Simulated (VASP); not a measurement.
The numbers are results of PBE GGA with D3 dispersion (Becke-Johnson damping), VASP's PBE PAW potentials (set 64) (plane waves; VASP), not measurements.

The input files of a VASP run:

File KPOINTS:
```
kpoints
0
gamma
 13 13 13
```

### POSCAR
```
TiC
1
    0.0000000000     2.1650000000     2.1650000000
    2.1650000000     0.0000000000     2.1650000000
    2.1650000000     2.1650000000     0.0000000000
Ti C
1 1
Direct
  0.0000000000   0.0000000000   0.0000000000
  0.5000000000   0.5000000000   0.5000000000
```

INCAR:
```
! general
SYSTEM  = TiC
PREC    = Accurate
ENCUT   = 520
LREAL   = .FALSE.   ! projection in real space or not
LASPH   = .TRUE.   ! aspherical one-centre terms

! electronic loop
EDIFF   = 1E-6   ! SCF stop (eV)
NELM    = 100
ALGO    = Normal   ! blocked Davidson
LMAXMIX = 4

! smearing
ISMEAR  = 1
SIGMA   = 0.1

! functional
GGA     = PE
IVDW    = 12

! ions
IBRION  = 2
NSW     = 60
ISIF    = 3
EDIFFG  = -0.01   ! ionic stop

! output
LWAVE   = .FALSE.
LCHARG  = .FALSE.
```

POTCAR, in this order: Ti_sv C (PBE.64 set). Program: vasp_std.

Output

File OUTCAR:
```
 ion  position               nearest neighbor table
   1  0.000  0.000  0.000-   2 2.17   2 2.17   2 2.17   2 2.17   2 2.17   2 2.17
   2  0.500  0.500  0.500-   1 2.17   1 2.17   1 2.17   1 2.17   1 2.17   1 2.17
  LATTYP: Found a face centered cubic cell.
 ALAT       =     4.3300000000
 Subroutine PRICEL returns:
 Original cell was already a primitive cell.
 Subroutine GETGRP returns: Found 48 space group operations
The static configuration has the point symmetry O_h .
The dynamic configuration has the point symmetry O_h .
 Subroutine INISYM returns: Found 48 space group operations
 Subroutine IBZKPT returns following result:
 Found     84 irreducible k-points:

 Following reciprocal coordinates:
            Coordinates               Weight
  0.000000  0.000000  0.000000      1.000000
  0.076923  0.000000  0.000000      8.000000
  0.153846  0.000000  0.000000      8.000000
  0.230769  0.000000  0.000000      8.000000
  0.307692  0.000000  0.000000      8.000000
  0.384615  0.000000  0.000000      8.000000
  0.461538  0.000000  0.000000      8.000000
  0.076923  0.076923  0.000000      6.000000
  0.153846  0.076923  0.000000     24.000000
...
```

File OSZICAR:
```
       N       E                     dE             d eps       ncg     rms          rms(c)
DAV:   1     0.115354757013E+03    0.11535E+03   -0.84926E+03  2016   0.160E+03
DAV:   2    -0.143530791594E+02   -0.12971E+03   -0.12359E+03  2116   0.376E+02
DAV:   3    -0.238570432981E+02   -0.95040E+01   -0.90925E+01  2656   0.969E+01
DAV:   4    -0.243083819613E+02   -0.45134E+00   -0.45089E+00  2684   0.201E+01
DAV:   5    -0.243194011188E+02   -0.11019E-01   -0.11019E-01  2720   0.287E+00    0.187E+01
DAV:   6    -0.193681390223E+02    0.49513E+01   -0.32102E+01  2400   0.704E+01    0.716E+00
DAV:   7    -0.187485223777E+02    0.61962E+00   -0.47968E+00  2448   0.282E+01    0.494E+00
DAV:   8    -0.187135855647E+02    0.34937E-01   -0.14284E-01  2156   0.506E+00    0.303E+00
DAV:   9    -0.187142016969E+02   -0.61613E-03   -0.15554E-01  2292   0.501E+00    0.831E-01
DAV:  10    -0.187107676309E+02    0.34341E-02   -0.17188E-02  2872   0.189E+00    0.589E-01
DAV:  11    -0.187092463168E+02    0.15213E-02   -0.73710E-03  2156   0.132E+00    0.117E-01
DAV:  12    -0.187092436993E+02    0.26175E-05   -0.51510E-04  2200   0.326E-01    0.391E-02
DAV:  13    -0.187092292602E+02    0.14439E-04   -0.29540E-05  2944   0.791E-02    0.145E-02
DAV:  14    -0.187092279254E+02    0.13348E-05   -0.30602E-06  2156   0.156E-02    0.314E-03
DAV:  15    -0.187092277469E+02    0.17850E-06   -0.39781E-07  1088   0.102E-02
   1 F= -.19600988E+02 E0= -.19600926E+02  d E =-.196010E+02
       N       E                     dE             d eps       ncg     rms          rms(c)
DAV:   1    -0.192492403793E+02   -0.54001E+00   -0.14255E+01  2044   0.609E+01    0.774E+00
DAV:   2    -0.187087721186E+02    0.54047E+00   -0.22966E+00  2160   0.254E+01    0.209E+00
DAV:   3    -0.186285097262E+02    0.80262E-01   -0.33884E-01  2276   0.604E+00    0.890E-01
DAV:   4    -0.186282525439E+02    0.25718E-03   -0.14521E-01  2172   0.411E+00    0.524E-01
DAV:   5    -0.186361756191E+02   -0.79231E-02   -0.12143E-02  2376   0.129E+00    0.216E-01
DAV:   6    -0.186417430866E+02   -0.55675E-02   -0.12031E-02  3132   0.564E-01    0.166E-01
DAV:   7    -0.186422958291E+02   -0.55274E-03   -0.80854E-04  2208   0.267E-01    0.336E-02
DAV:   8    -0.186422708882E+02    0.24941E-04   -0.58815E-05  2376   0.788E-02    0.376E-02
DAV:   9    -0.186423097150E+02   -0.38827E-04   -0.47843E-05  2116   0.768E-02    0.545E-03
DAV:  10    -0.186423101379E+02   -0.42288E-06   -0.11470E-05  2944   0.219E-02    0.496E-03
DAV:  11    -0.186423102318E+02   -0.93932E-07   -0.22006E-07  1096   0.515E-03
   2 F= -.19592215E+02 E0= -.19592091E+02  d E =0.877315E-02
       N       E                     dE             d eps       ncg     rms          rms(c)
DAV:   1    -0.189089277760E+02   -0.26662E+00   -0.47739E+00  2036   0.367E+01    0.477E+00
DAV:   2    -0.187364977056E+02    0.17243E+00   -0.11809E+00  2240   0.167E+01    0.145E+00
DAV:   3    -0.186891265642E+02    0.47371E-01   -0.17855E-01  2292   0.490E+00    0.525E-01
DAV:   4    -0.186903758455E+02   -0.12493E-02   -0.50189E-02  2156   0.221E+00    0.290E-01
DAV:   5    -0.186947568371E+02   -0.43810E-02   -0.62807E-03  2580   0.676E-01    0.117E-01
DAV:   6    -0.186956835594E+02   -0.92672E-03   -0.24685E-03  2868   0.272E-01    0.795E-02
DAV:   7    -0.186957846647E+02   -0.10111E-03   -0.74871E-04  2460   0.257E-01    0.962E-02
DAV:   8    -0.186958117294E+02   -0.27065E-04   -0.25264E-04  2092   0.195E-01    0.108E-02
DAV:   9    -0.186958173116E+02   -0.55822E-05   -0.94964E-06  2392   0.299E-02    0.947E-03
DAV:  10    -0.186958161123E+02    0.11992E-05   -0.29973E-06  2048   0.141E-02    0.300E-03
DAV:  11    -0.186958160287E+02    0.83576E-07   -0.12865E-06  1652   0.910E-03
   3 F= -.19612011E+02 E0= -.19611930E+02  d E =-.110229E-01
```

### OUTCAR
```
------------------------ aborting loop because EDIFF is reached ----------------------------------------
 Edisp (eV)   -0.91620
  FORCE on cell =-STRESS in cart. coord.  units (eV):
  Direction    XX          YY          ZZ          XY          YZ          ZX
  --------------------------------------------------------------------------------------
  Total      -0.00472    -0.00472    -0.00472     0.00000    -0.00000     0.00000
  in kB      -0.38237    -0.38237    -0.38237     0.00000    -0.00000     0.00000
  external pressure =       -0.38 kB  Pullay stress =        0.00 kB
  volume of cell :       19.77
      direct lattice vectors                 reciprocal lattice vectors
     0.000000000  2.146302010  2.146302010    -0.232958828  0.232958828  0.232958828
     2.146302010  0.000000000  2.146302010     0.232958828 -0.232958828  0.232958828
     2.146302010  2.146302010 -0.000000000     0.232958828  0.232958828 -0.232958828
 POSITION                                       TOTAL-FORCE (eV/Angst)
 -----------------------------------------------------------------------------------
      0.00000      0.00000      0.00000        -0.000000     -0.000000     -0.000000
      2.14630      2.14630      2.14630         0.000000      0.000000      0.000000
 -----------------------------------------------------------------------------------
    total drift:                                0.000000     -0.000000     -0.000000
  FREE ENERGIE OF THE ION-ELECTRON SYSTEM (eV)
  ---------------------------------------------------
  free  energy   TOTEN  =       -19.6120112982 eV

  energy  without entropy=      -19.6117679140  energy(sigma->0) =      -19.61193017

 reached required accuracy - stopping structural energy minimisation
```
(Selected blocks of OUTCAR.)

**CONTCAR**
```
TiC
   1.00000000000000
     0.0000000000000000    2.1463020099647481    2.1463020099647481
     2.1463020099647481    0.0000000000000000    2.1463020099647481
     2.1463020099647481    2.1463020099647481   -0.0000000000000000
  Ti              C
     1     1
Direct
     0.0000000000000000    0.0000000000000000    0.0000000000000000
     0.5000000000000000    0.5000000000000000    0.5000000000000000
```

Energy and stress use the plane-wave basis of the starting cell.

The compound is TiC in the rock salt structure. This run relaxes it. Symmetry was kept, so distortions that lower it aren't found.
